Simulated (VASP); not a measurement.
Output of a VASP run:

### OSZICAR
```
       N       E                     dE             d eps       ncg     rms          rms(c)
DAV:   1     0.714836359194E+02    0.71484E+02   -0.72508E+03  2432   0.107E+03
DAV:   2    -0.111734983528E+02   -0.82657E+02   -0.79622E+02  2336   0.286E+02
DAV:   3    -0.136351459564E+02   -0.24616E+01   -0.23148E+01  2843   0.527E+01
DAV:   4    -0.136905149708E+02   -0.55369E-01   -0.55139E-01  3073   0.683E+00
DAV:   5    -0.136920853241E+02   -0.15704E-02   -0.15719E-02  2966   0.881E-01    0.130E+01
DAV:   6    -0.140347351308E+02   -0.34265E+00   -0.41696E+01  2431   0.734E+01    0.127E+01
DAV:   7    -0.117097707632E+02    0.23250E+01   -0.12395E+01  2362   0.441E+01    0.186E+00
DAV:   8    -0.117228734252E+02   -0.13103E-01   -0.14841E-01  2411   0.300E+00    0.116E+00
DAV:   9    -0.117235873014E+02   -0.71388E-03   -0.15212E-02  2707   0.123E+00    0.258E-01
DAV:  10    -0.117228961031E+02    0.69120E-03   -0.28586E-03  2599   0.663E-01    0.771E-02
DAV:  11    -0.117228886556E+02    0.74475E-05   -0.15892E-04  2877   0.989E-02    0.916E-03
DAV:  12    -0.117228878116E+02    0.84399E-06   -0.46793E-06  3122   0.203E-02    0.468E-03
DAV:  13    -0.117228875858E+02    0.22578E-06   -0.56029E-07  2741   0.565E-03    0.180E-03
DAV:  14    -0.117228874821E+02    0.10378E-06   -0.20553E-07  2108   0.434E-03    0.186E-04
DAV:  15    -0.117228874715E+02    0.10579E-07   -0.48802E-09  1249   0.634E-04
   1 F= -.11722887E+02 E0= -.11722887E+02  d E =0.000000E+00
```

### OUTCAR
```
------------------------ aborting loop because EDIFF is reached ----------------------------------------
  FORCE on cell =-STRESS in cart. coord.  units (eV):
  Direction    XX          YY          ZZ          XY          YZ          ZX
  --------------------------------------------------------------------------------------
  Total       -0.0074024     -0.0074024     -0.0074024     -0.0000000     -0.0000000      0.0000000
  in kB       -0.4028857     -0.4028857     -0.4028857     -0.0000000     -0.0000000      0.0000000
  external PRESSURE =      -0.4028857 kB  Pullay stress =       0.0000000 kB
  volume of cell :       29.44
      direct lattice vectors                 reciprocal lattice vectors
     0.000000000  2.450704924  2.450704924    -0.204022930  0.204022930  0.204022930
     2.450704924  0.000000000  2.450704924     0.204022930 -0.204022930  0.204022930
     2.450704924  2.450704924  0.000000000     0.204022930  0.204022930 -0.204022930
 POSITION                                       TOTAL-FORCE (eV/Angst)
 -----------------------------------------------------------------------------------
      0.00000      0.00000      0.00000        -0.000000      0.000000      0.000000
      2.45070      2.45070      2.45070         0.000000     -0.000000     -0.000000
 -----------------------------------------------------------------------------------
    total drift:                                0.000000     -0.000000     -0.000000
  FREE ENERGIE OF THE ION-ELECTRON SYSTEM (eV)
  ---------------------------------------------------
  free  energy   TOTEN  =       -11.7228874715 eV

  energy  without entropy=      -11.7228874715  energy(sigma->0) =      -11.72288747

 total charge

# of ion       s       p       d       tot
------------------------------------------
    1        0.277   6.223   4.371  10.871
    2        0.476   0.423   0.000   0.899
--------------------------------------------------
tot          0.752   6.646   4.371  11.770
```
(Selected blocks of OUTCAR.)

### POSCAR
```
CrAl
1
   -0.0000000000     2.4507049238     2.4507049238
    2.4507049238     0.0000000000     2.4507049238
    2.4507049238     2.4507049238    -0.0000000000
Cr Al
1 1
Direct
  0.0000000000   0.0000000000   0.0000000000
  0.5000000000   0.5000000000   0.5000000000
```

### Question
Write an INCAR and KPOINTS that could have produced this output.

### Answer
This is not unique; one that fits is the input of the run itself, PBE GGA, plane waves, VASP's PBE PAW potentials (set 64).

File KPOINTS:
```
kpoints
0
Gamma
  14 14 14
```

### INCAR
```
ALGO=Normal
EDIFF=1E-7
ENCUT=400
GGA=PE
ISIF=2
ISMEAR=-5
LASPH=.True.
LCHARG=.True.
LMAXMIX=4
LORBIT=11
LREAL=.False.
LWAVE=.False.
NEDOS=601
NELM=100
PREC=Accurate
SYSTEM=CrAl
```

POTCAR, in this order: Cr_pv Al (PBE.64 set). Program: vasp_std.

For a metal the tetrahedron method with Blöchl corrections gives inexact stress and forces.

The structure was generated: CrAl was put into the rock salt type (Fm-3m), which need not be its known phase. It was relaxed first, which changed the volume by -34 %. The run is not spin-polarised, so no magnetic state was tried. The electron count is odd and the run is not spin-polarised, which forces a metal.
